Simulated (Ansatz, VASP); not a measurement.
## Ga19P19H30 (GaP wire along [111], 38 atoms a period, H-terminated): VASP beside Ansatz

Wanted: the spread between two codes on one cell, functional and k mesh. The structure shown is the start of the Ansatz relaxation below; VASP solves that cell, so the two are compared at the walk's first step.

Calculated with Ansatz 0.2.0; plane waves, with VASP 6.6.1 beside it; single point at PBE.

## (1) Set-up

The cell holds 68 atoms: 19 Ga, 19 P and 30 H. Its edges and angles: a = 17.172 Å, b = 18.636 Å, c = 9.544 Å, α = 90.0°, β = 90.0°, γ = 90.0°. Vacuum lies along a and b. The structure's axis is c.

## (2) Ansatz: relaxation, PBE

Ansatz runs on its PAW soft_1 files.

The two programs are compared at the cell with which this relaxation starts, whose forces are those of its first step.

The input, input.yaml:

```yaml
crystal:
  lattice:
    - [17.172, 0.0, 0.0]
    - [0.0, 18.636, 0.0]
    - [0.0, 0.0, 9.5435999497]
  atoms:
    - { symbol: Ga, position: [0.273122793, 0.503784849, 0.0] }
    - { symbol: Ga, position: [0.386567888, 0.68484152, 0.0] }
    - { symbol: Ga, position: [0.500012984, 0.503784849, 0.0] }
    - { symbol: Ga, position: [0.61345808, 0.68484152, 0.0] }
    - { symbol: P, position: [0.273122793, 0.503784849, 0.25] }
    - { symbol: P, position: [0.386567888, 0.322728178, 0.25] }
    - { symbol: P, position: [0.386567888, 0.68484152, 0.25] }
    - { symbol: P, position: [0.500012984, 0.503784849, 0.25] }
    - { symbol: P, position: [0.61345808, 0.322728178, 0.25] }
    - { symbol: P, position: [0.61345808, 0.68484152, 0.25] }
    - { symbol: P, position: [0.726903175, 0.503784849, 0.25] }
    - { symbol: H, position: [0.197996739, 0.664455981, 0.278148008] }
    - { symbol: H, position: [0.500012984, 0.182442584, 0.278148008] }
    - { symbol: H, position: [0.802029229, 0.664455981, 0.278148008] }
    - { symbol: H, position: [0.205128959, 0.46761247, 0.299946212] }
    - { symbol: H, position: [0.318574055, 0.286555799, 0.299946212] }
    - { symbol: H, position: [0.386567888, 0.757186279, 0.299946212] }
    - { symbol: H, position: [0.61345808, 0.757186279, 0.299946212] }
    - { symbol: H, position: [0.681451913, 0.286555799, 0.299946212] }
    - { symbol: H, position: [0.794897009, 0.46761247, 0.299946212] }
    - { symbol: Ga, position: [0.273122793, 0.624489296, 0.333333333] }
    - { symbol: Ga, position: [0.386567888, 0.443432625, 0.333333333] }
    - { symbol: Ga, position: [0.500012984, 0.624489296, 0.333333333] }
    - { symbol: Ga, position: [0.500012984, 0.262375954, 0.333333333] }
    - { symbol: Ga, position: [0.61345808, 0.443432625, 0.333333333] }
    - { symbol: Ga, position: [0.726903175, 0.624489296, 0.333333333] }
    - { symbol: P, position: [0.273122793, 0.624489296, 0.583333333] }
    - { symbol: P, position: [0.386567888, 0.443432625, 0.583333333] }
    - { symbol: P, position: [0.500012984, 0.624489296, 0.583333333] }
    - { symbol: P, position: [0.500012984, 0.262375954, 0.583333333] }
    - { symbol: P, position: [0.61345808, 0.443432625, 0.583333333] }
    - { symbol: P, position: [0.726903175, 0.624489296, 0.583333333] }
    - { symbol: H, position: [0.197996739, 0.423047087, 0.611481341] }
    - { symbol: H, position: [0.273122793, 0.303147032, 0.611481341] }
    - { symbol: H, position: [0.42488693, 0.785160429, 0.611481341] }
    - { symbol: H, position: [0.575139038, 0.785160429, 0.611481341] }
    - { symbol: H, position: [0.726903175, 0.303147032, 0.611481341] }
    - { symbol: H, position: [0.802029229, 0.423047087, 0.611481341] }
    - { symbol: H, position: [0.205128959, 0.588316917, 0.633279545] }
    - { symbol: H, position: [0.273122793, 0.696834055, 0.633279545] }
    - { symbol: H, position: [0.43201915, 0.226203575, 0.633279545] }
    - { symbol: H, position: [0.568006818, 0.226203575, 0.633279545] }
    - { symbol: H, position: [0.726903175, 0.696834055, 0.633279545] }
    - { symbol: H, position: [0.794897009, 0.588316917, 0.633279545] }
    - { symbol: Ga, position: [0.273122793, 0.383080402, 0.666666667] }
    - { symbol: Ga, position: [0.386567888, 0.564137073, 0.666666667] }
    - { symbol: Ga, position: [0.500012984, 0.383080402, 0.666666667] }
    - { symbol: Ga, position: [0.500012984, 0.745193744, 0.666666667] }
    - { symbol: Ga, position: [0.61345808, 0.564137073, 0.666666667] }
    - { symbol: Ga, position: [0.726903175, 0.383080402, 0.666666667] }
    - { symbol: P, position: [0.273122793, 0.383080402, 0.916666667] }
    - { symbol: P, position: [0.386567888, 0.564137073, 0.916666667] }
    - { symbol: P, position: [0.500012984, 0.383080402, 0.916666667] }
    - { symbol: P, position: [0.500012984, 0.745193744, 0.916666667] }
    - { symbol: P, position: [0.61345808, 0.564137073, 0.916666667] }
    - { symbol: P, position: [0.726903175, 0.383080402, 0.916666667] }
    - { symbol: H, position: [0.197996739, 0.543751534, 0.944814675] }
    - { symbol: H, position: [0.311441835, 0.724808205, 0.944814675] }
    - { symbol: H, position: [0.386567888, 0.242794808, 0.944814675] }
    - { symbol: H, position: [0.61345808, 0.242794808, 0.944814675] }
    - { symbol: H, position: [0.688584134, 0.724808205, 0.944814675] }
    - { symbol: H, position: [0.802029229, 0.543751534, 0.944814675] }
    - { symbol: H, position: [0.205128959, 0.346908022, 0.966612879] }
    - { symbol: H, position: [0.500012984, 0.817538503, 0.966612879] }
    - { symbol: H, position: [0.794897009, 0.346908022, 0.966612879] }
    - { symbol: Ga, position: [0.386567888, 0.322728178, 0.0] }
    - { symbol: Ga, position: [0.61345808, 0.322728178, 0.0] }
    - { symbol: Ga, position: [0.726903175, 0.503784849, 0.0] }
kpoints:
  mp_grid: { grid: [1, 1, 9] }
scf:
  occupations: { method: fermi_dirac, width: 0.05 }
hamiltonian:
  xc: pbe
  pseudopotentials: { kind: paw, azcp: { folder: soft_1 } }
relax:
  cell: { fix: [a, b, alpha, beta, gamma] }
  max_steps: 45
  f_tol: 0.03
```

Command:

```console
ansatz run input.yaml --threads 8 --pin off --max-ram 16384MiB --backend cpu --events-out ev --progress --plain --runs-dir out
```

Numbers of over 12 decimals in the logs are rounded to 6 here.

The log of the run:

```text
Engine: ansatz 0.2.0, aarch64-unknown-linux-gnu
Pseudopotentials: kind: paw
Pseudopotential: Ga, paw, valence charge 13, recommended cutoff 420 eV (normal), soft_1/Ga.paw.azcp
Pseudopotential: P, paw, valence charge 5, recommended cutoff 420 eV (normal), soft_1/P.paw.azcp
Pseudopotential: H, paw, valence charge 1, recommended cutoff 420 eV (normal), soft_1/H.paw.azcp
Functional definition: PBE
  parameter kappa = 0.804
  parameter beta = 0.066725
  exchange = pbe_x(kappa = kappa, mu = beta*pi^2/3)
  correlation = pbe_c(beta = beta)
Crystal: 68 atoms, lattice volume = 3054.118 Å³
Basis set: ecut = 420 eV, 59625 PW (Γ), exchange–correlation on 240×250×128 points (8 copies of the dense FFT grid, shifted against one another)
Bands: 254, of which v1, the nominal top of the filled ones, is band 186 counted from 1 (185 counted from 0)
Symmetry: 2 space group operations
Space group: Pm (ITA 6), of the structure as read, at distance tolerance 1.5e-4 Å
k-points: 5 of 9 (time reversal used)
Non-local potential: Ga, projectors of the file, l = 0: 2, l = 1: 2, l = 2: 3, l = 3: 1
Non-local potential: P, projectors of the file, l = 0: 2, l = 1: 2, l = 2: 1
Non-local potential: H, projectors of the file, l = 0: 2, l = 1: 1
PAW form: soft (Blöchl's): semilocal exchange-correlation on the pseudo side does not see the compensation charge
PAW one-centre angular grid: Ga, 590 points (default); XC on 64 Gauss nodes
PAW one-centre angular grid: P, 110 points (default); XC on 64 Gauss nodes
PAW one-centre angular grid: H, 110 points (default); XC on 64 Gauss nodes
Initial density: superposition of atomic densities (neutral atoms: chi_scale 0, normalization atom)
Initial wavefunctions: pseudopotential atomic-orbital guess
Functional: x = pbe(κ = 0.804, μ = 0.219515), c = pbe(β = 0.066725)
SCF iter   1: F=—  HF=-86731.274644 eV  |F-HF|=—  |Δ(HF+E_count)|=         —  Δρ=3.65e-2  dr2=3.86e1  ethr=3.10e-3  ⟨swp⟩=9.4  Hψ=5727  notcnv=0  defer=118
preconditioner: auto → Resta (q_TF=auto, 1.921 Å⁻¹)  ε∞=1.9  [insulator: Δε(μ)=3.289 eV  Ē_g=13.817 eV  σ=0.050 eV  W_gap=1.00  n_scr=360 (ndim 8)  ℏωp=13.0 eV  f_vac=0.574  D(μ)=0.00/eV (n_scr^D=0)  ε∞_Penn≈1.9  vacuum switching on, ρ_ref=1.4e-2 e/Å³]
SCF iter   2: F=—  HF=-86721.159738 eV  |F-HF|=—  |Δ(HF+E_count)|=    1.01e1  Δρ=1.69e-2  dr2=7.10e0  ethr=3.10e-3  ⟨swp⟩=4.0  Hψ=2294  notcnv=0  defer=313
SCF iter   3: F=—  HF=-86719.824393 eV  |F-HF|=—  |Δ(HF+E_count)|=    1.34e0  Δρ=4.07e-3  dr2=8.69e-1  ethr=1.91e-3  ⟨swp⟩=4.0  Hψ=1958  notcnv=0  defer=313
SCF iter   4: F=—  HF=-86719.480193 eV  |F-HF|=—  |Δ(HF+E_count)|=   3.44e-1  Δρ=1.61e-3  dr2=8.41e-2  ethr=2.34e-4  ⟨swp⟩=4.4  Hψ=2349  notcnv=0  defer=306
SCF iter   5: F=—  HF=-86719.481305 eV  |F-HF|=—  |Δ(HF+E_count)|=   1.11e-3  Δρ=5.43e-4  dr2=1.19e-2  ethr=2.26e-5  ⟨swp⟩=2.8  Hψ=1934  notcnv=0  defer=306
SCF iter   6: F=—  HF=-86719.483481 eV  |F-HF|=—  |Δ(HF+E_count)|=   2.18e-3  Δρ=2.06e-4  dr2=1.91e-3  ethr=3.19e-6  ⟨swp⟩=3.0  Hψ=2414  notcnv=0  defer=306
SCF iter   7: F=—  HF=-86719.484008 eV  |F-HF|=—  |Δ(HF+E_count)|=   5.26e-4  Δρ=7.28e-5  dr2=1.32e-4  ethr=5.12e-7  ⟨swp⟩=2.0  Hψ=1784  notcnv=0  defer=306
SCF iter   8: F=—  HF=-86719.484208 eV  |F-HF|=—  |Δ(HF+E_count)|=   2.01e-4  Δρ=2.01e-5  dr2=1.20e-5  ethr=3.54e-8  ⟨swp⟩=2.0  Hψ=1894  notcnv=0  defer=306
SCF iter   9: F=—  HF=-86719.484077 eV  |F-HF|=—  |Δ(HF+E_count)|=   1.31e-4  Δρ=9.18e-6  dr2=2.65e-6  ethr=3.22e-9  ⟨swp⟩=2.0  Hψ=2200  notcnv=0  defer=306
SCF iter  10: F=—  HF=-86719.484077 eV  |F-HF|=—  |Δ(HF+E_count)|=   1.64e-8  Δρ=1.81e-6  dr2=1.48e-7  ethr=7.11e-10  ⟨swp⟩=2.0  Hψ=1894  notcnv=0  defer=306
SCF iter  11: F=-86719.484077 eV  HF=-86719.484077 eV  |F-HF|=8.41e-9  |Δ(HF+E_count)|=   1.05e-7  Δρ=6.42e-7  dr2=1.81e-8  ethr=2.69e-11  ⟨swp⟩=5.0  Hψ=4251  notcnv=0
SCF 1 converged in 11 iterations: F = -86719.484077 eV  dr2 = 1.81e-8
  greatest PAW one-centre occupation: 0.994 electrons in one spin orbital (limit 2), on the Ga atom at site 25 (counted from 0), in its partial waves of l = 2
relax step   1: F+E_penalty+E_count = -86719.48407746 eV  Δ(F+E_penalty+E_count) = +0.000e0 eV  max|allowed force component| = 8.188e-1 eV/Å  Δτ_max = 0.0000 Å  P = -0.185 GPa  Ω = 3054.118 Å³  fix = [a, b, alpha, beta, gamma]  reactions: a -0.315, b -0.316 GPa; alpha -0.001 GPa/rad  (11 SCF iters, dr2 threshold 1.00e-7 eV, accepted)
Crystal: 68 atoms, lattice volume = 3054.061 Å³
Initial density: handed on by an earlier stage of this run
Initial wavefunctions: those handed on with the density
iter 1 solved again at ethr=6.90e-4 eV; its pass at ethr=3.10e-3 eV (dr2=2.57e0 eV) is discarded
SCF iter   1: F=—  HF=-86720.985758 eV  |F-HF|=—  |Δ(HF+E_count)|=         —  Δρ=1.25e-2  dr2=2.65e0  ethr=6.90e-4  ⟨swp⟩=4.6  Hψ=6679  notcnv=0
[...]
atom  19  H     -0.00005791    -0.00167553    -0.00082981
  atom  20  H      0.00135763     0.00088686    -0.00084467
  atom  21  Ga     0.00172414    -0.00082155    -0.00224800
  atom  22  Ga     0.00212415     0.00117771     0.00167685
  atom  23  Ga     0.00000000    -0.00232192     0.00162447
  atom  24  Ga     0.00000000     0.00179102    -0.00221907
  atom  25  Ga    -0.00212415     0.00117771     0.00167685
  atom  26  Ga    -0.00172414    -0.00082155    -0.00224800
  atom  27  P      0.00199545    -0.00123264    -0.00575730
  atom  28  P     -0.01298551    -0.00747105     0.00428623
  atom  29  P      0.00000000     0.01499620     0.00426246
  atom  30  P      0.00000000     0.00235331    -0.00578198
  atom  31  P      0.01298551    -0.00747105     0.00428623
  atom  32  P     -0.00199545    -0.00123264    -0.00575730
  atom  33  H     -0.00268747    -0.00010166     0.00063758
  atom  34  H     -0.00134958    -0.00234751     0.00062855
  atom  35  H     -0.00139801     0.00225078     0.00064259
  atom  36  H      0.00139801     0.00225078     0.00064259
  atom  37  H      0.00134958    -0.00234751     0.00062855
  atom  38  H      0.00268747    -0.00010166     0.00063758
  atom  39  H     -0.00074319    -0.00187419     0.00145811
  atom  40  H      0.00125472     0.00164666     0.00142583
  atom  41  H     -0.00205352     0.00028758     0.00142237
  atom  42  H      0.00205352     0.00028758     0.00142237
[...]
atom  61  H      0.00171305     0.00210231     0.00124371
  atom  62  H      0.00278424     0.00042558     0.00125298
  atom  63  H      0.00225655     0.00127628     0.00415166
  atom  64  H      0.00000000    -0.00257408     0.00419109
  atom  65  H     -0.00225655     0.00127628     0.00415166
  atom  66  Ga     0.00261093     0.00253881    -0.00107998
  atom  67  Ga    -0.00261093     0.00253881    -0.00107998
  atom  68  Ga    -0.00364659     0.00100157    -0.00114179
  max |Σ_I F_I| component: 3.52e-6 eV/Å
--- Stress (GPa, compression-positive) ---
        0.003329       0.000000       0.000000
        0.000000       0.000588       0.000015
        0.000000       0.000015      -0.001788
  P = ⅓ Tr σ = 0.0007 GPa (0.007 kbar)
--- Relaxed structure (5 steps of the walk, 5 accepted, 1 SCFs on fresh bases) ---
  F+E_penalty+E_count = -86720.80783263 eV   max|allowed force component| = 1.500e-2 eV/Å   (the final SCF, on the basis selected at the relaxed cell)
  cell:  # Å, volume = 3055.2972 Å³
    - [17.172, 0.0, 0.0]
    - [0.0, 18.636, 0]
    - [0.0, 0, 9.547285]
  atoms:
    - { symbol: Ga, position: [0.269290, 0.505642, -0.00471516] }
    - { symbol: Ga, position: [0.382909, 0.686987, -0.00471216] }
    - { symbol: Ga, position: [0.500013, 0.503786, 0.00243341] }
    - { symbol: Ga, position: [0.617117, 0.686987, -0.00471216] }
    - { symbol: P, position: [0.278956, 0.506905, 0.246980] }
    - { symbol: P, position: [0.392407, 0.325825, 0.246983] }
    - { symbol: P, position: [0.386554, 0.678644, 0.246980] }
    - { symbol: P, position: [0.500013, 0.503792, 0.253298] }
    - { symbol: P, position: [0.607619, 0.325825, 0.246983] }
    - { symbol: P, position: [0.613472, 0.678644, 0.246980] }
    - { symbol: P, position: [0.721070, 0.506905, 0.246980] }
    - { symbol: H, position: [0.192027, 0.667620, 0.279926] }
    - { symbol: H, position: [0.500013, 0.176109, 0.279878] }
    - { symbol: H, position: [0.807999, 0.667620, 0.279926] }
    - { symbol: H, position: [0.211835, 0.471201, 0.299988] }
    - { symbol: H, position: [0.325294, 0.290108, 0.299991] }
    - { symbol: H, position: [0.386547, 0.750062, 0.299966] }
    - { symbol: H, position: [0.613479, 0.750062, 0.299966] }
    - { symbol: H, position: [0.674732, 0.290108, 0.299991] }
    - { symbol: H, position: [0.788191, 0.471201, 0.299988] }
    - { symbol: Ga, position: [0.267357, 0.627568, 0.326725] }
    - { symbol: Ga, position: [0.388227, 0.444323, 0.342028] }
    - { symbol: Ga, position: [0.500013, 0.622741, 0.342021] }
    - { symbol: Ga, position: [0.500013, 0.256251, 0.326725] }
    - { symbol: Ga, position: [0.611799, 0.444323, 0.342028] }
    - { symbol: Ga, position: [0.732669, 0.627568, 0.326725] }
    - { symbol: P, position: [0.279265, 0.621220, 0.577678] }
    - { symbol: P, position: [0.384480, 0.442319, 0.589743] }
    - { symbol: P, position: [0.500013, 0.626721, 0.589743] }
    - { symbol: P, position: [0.500013, 0.268899, 0.577671] }
    - { symbol: P, position: [0.615546, 0.442319, 0.589743] }
    - { symbol: P, position: [0.720761, 0.621220, 0.577678] }
    - { symbol: H, position: [0.196352, 0.427170, 0.611944] }
    - { symbol: H, position: [0.276188, 0.299754, 0.611965] }
    - { symbol: H, position: [0.420179, 0.784422, 0.611973] }
    - { symbol: H, position: [0.579847, 0.784422, 0.611973] }
    - { symbol: H, position: [0.723838, 0.299754, 0.611965] }
    - { symbol: H, position: [0.803674, 0.427170, 0.611944] }
    - { symbol: H, position: [0.210476, 0.590808, 0.634904] }
    - { symbol: H, position: [0.273438, 0.691314, 0.634918] }
    - { symbol: H, position: [0.437041, 0.229196, 0.634872] }
    - { symbol: H, position: [0.562985, 0.229196, 0.634872] }
    - { symbol: H, position: [0.726588, 0.691314, 0.634918] }
    - { symbol: H, position: [0.789550, 0.590808, 0.634904] }
    - { symbol: Ga, position: [0.266950, 0.379789, 0.660437] }
    - { symbol: Ga, position: [0.391398, 0.561573, 0.674845] }
    - { symbol: Ga, position: [0.500013, 0.388214, 0.674836] }
    - { symbol: Ga, position: [0.500013, 0.751777, 0.660471] }
    - { symbol: Ga, position: [0.608628, 0.561573, 0.674845] }
    - { symbol: Ga, position: [0.733076, 0.379789, 0.660437] }
    - { symbol: P, position: [0.279017, 0.386211, 0.911593] }
    - { symbol: P, position: [0.386174, 0.564351, 0.922714] }
    - { symbol: P, position: [0.500013, 0.382651, 0.922709] }
    - { symbol: P, position: [0.500013, 0.738942, 0.911618] }
    - { symbol: P, position: [0.613852, 0.564351, 0.922714] }
    - { symbol: P, position: [0.721009, 0.386211, 0.911593] }
    - { symbol: H, position: [0.193959, 0.545791, 0.946251] }
    - { symbol: H, position: [0.307485, 0.726991, 0.946240] }
    - { symbol: H, position: [0.386482, 0.238535, 0.946288] }
    - { symbol: H, position: [0.613544, 0.238535, 0.946288] }
    - { symbol: H, position: [0.692541, 0.726991, 0.946240] }
    - { symbol: H, position: [0.806067, 0.545791, 0.946251] }
    - { symbol: H, position: [0.211996, 0.350553, 0.965462] }
    - { symbol: H, position: [0.500013, 0.810250, 0.965495] }
    - { symbol: H, position: [0.788030, 0.350553, 0.965462] }
    - { symbol: Ga, position: [0.386391, 0.318738, -0.00471061] }
    - { symbol: Ga, position: [0.613635, 0.318738, -0.00471061] }
    - { symbol: Ga, position: [0.730736, 0.505642, -0.00471516] }
```

[end of part 1 of 2]

[Lines on the potential files, build, host, timing and source positions are cut from VASP's logs without a mark.]

[Logs are printed without paths, hosts, clocks, repeated set-up lines and the standing remarks that a program may print on its own settings, such as how far it seeks lower states.]

[Hosts, paths, dates, database ids (printed as entryN), source tags and the programs' standing remarks are cut or masked in the printed files.]
